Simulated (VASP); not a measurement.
Given:

```xyz
4
Lattice="3.5036 0.0000 0.0000 0.0000 3.5036 0.0000 0.0000 0.0000 3.5036" Properties=species:S:1:pos:R:3 pbc="T T T"
Si     0.0000     0.0000     0.0000
Ni     0.0000     1.7518     1.7518
Ni     1.7518     0.0000     1.7518
Ni     1.7518     1.7518     0.0000
```

All values below come from PBE GGA with spin-orbit coupling, VASP's PBE PAW potentials (set 64) (plane waves; VASP). Settings: 400 eV cut-off, 8×8×8 Γ-centred mesh, Gaussian smearing of 0.050 eV, potentials Si Ni.

Problem. Give the energies of bands 25 to 38 at the high-symmetry points, in eV from the Fermi level.

Solution. 
```
band      Γ      X      M      R
----  -----  -----  -----  -----
25    -0.89  -1.28  -1.42  -1.43
26    -0.89  -1.28  -1.42  -1.43
27    -0.61  -1.27  -1.41  -1.23
28    -0.61  -1.27  -1.41  -1.23
29    -0.61  -1.14  -1.10  -1.23
30    -0.61  -1.14  -1.10  -1.23
31    -0.29  -0.55  -1.00  -0.40
32    -0.29  -0.55  -1.00  -0.40
33    -0.02   0.04  -0.94  -0.25
34    -0.02   0.04  -0.94  -0.25
35     0.07   3.61   0.65  -0.18
36     0.07   3.61   0.65  -0.18
37     0.07   3.62   0.67  -0.18
38     0.07   3.62   0.67  -0.18
```

It has no gap at this level: it comes out as a metal or semimetal.

The compound is Ni3Si in the L1_2 structure. It was relaxed first.
